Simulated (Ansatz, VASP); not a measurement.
# ZnPb2N2: VASP beside Ansatz

File INCAR:

```
  PREC = Accurate
  ENCUT = 520
  EDIFF = 1E-7
  ISMEAR = -1
  SIGMA = 0.05
  LREAL = False
  LASPH = True
  NELM = 100
  ALGO = Normal
  ISIF = 2
  LWAVE = False
  LCHARG = False
  GGA = PE
  NBANDS = 33
```

File KPOINTS:

```
Automatic mesh
0
Gamma
  8 8 3
```

The input POSCAR:

```
ZnPb2N2
1.0
    3.6979759856      0.0000000000      0.0000000000
   -1.8489879929      3.2025411461      0.0000000000
    0.0000000000      0.0000000000      9.3285305009
Pb Zn N
2 1 2
Direct
    0.3333333333      0.6666666667      0.8130670000
    0.6666666667      0.3333333333      0.1869330000
    0.0000000000      0.0000000000      0.5000000000
    0.0000000000      0.0000000000      0.3016810000
    0.0000000000      0.0000000000      0.6983190000
```

input.yaml

```yaml
crystal:
  lattice:
    - [3.6979759856, 0.0, 0.0]
    - [-1.8489879929, 3.2025411461, 0.0]
    - [0.0, 0.0, 9.3285305009]
  atoms:
    - { symbol: Pb, position: [0.3333333333, 0.6666666667, 0.813067] }
    - { symbol: Pb, position: [0.6666666667, 0.3333333333, 0.186933] }
    - { symbol: Zn, position: [0.0, 0.0, 0.5] }
    - { symbol: "N", position: [0.0, 0.0, 0.301681] }
    - { symbol: "N", position: [0.0, 0.0, 0.698319] }
hamiltonian:
  xc: pbe
  pseudopotentials: { kind: paw }
kpoints:
  mp_grid: { grid: [8, 8, 3] }
scf:
  occupations: { method: fermi_dirac, width: 0.05 }
output:
  forces: true
  stress: true
  eigenvalues: true
  write_density: true
  write_potential: true
  elf: true
  volumetric_format: npy
```

Change from the starting cell: volume scaled by 1.02.

Alike in both runs: task single point; functional PBE; k mesh 8 × 8 × 3; occupations fermi-dirac, width 0.05 eV; no spin polarisation.

|  | VASP | Ansatz |
| --- | --- | --- |
| version | VASP 6.6.1 | Ansatz 0.2.0 |
| potentials or method | VASP PAW PBE potentials, release 64 (Pb_d, Zn, N) | Ansatz PAW |
| plane-wave cutoff (eV) | 520 | 420 |
| valence electrons in the cell | 50 | 50 |

```tsv
	VASP	Ansatz	Ansatz less VASP
gap on the k mesh at the Fermi level (eV)	0.65	0.66	+0.014
least direct gap on the mesh (eV)	1.30	1.31	+0.008
pressure (GPa)	-1.4	-1.6	-0.19
largest component of the traceless stress (GPa)	0.58	0.98	+0.401
rms of the force components (eV/Å)	0.068	0.091	+0.0230
```

Atom by atom the forces differ by 0.035 eV/Å (rms over components).

Caveats: spin-orbit coupling is left out, which as a rule narrows the gap of such compounds by several tenths of an eV; an odd mesh through Γ misses points on the zone boundary, where band edges often lie (VASP); odd divisions of the mesh miss points on the zone boundary, where band edges often lie, so the gap on the mesh can be too wide (Ansatz).
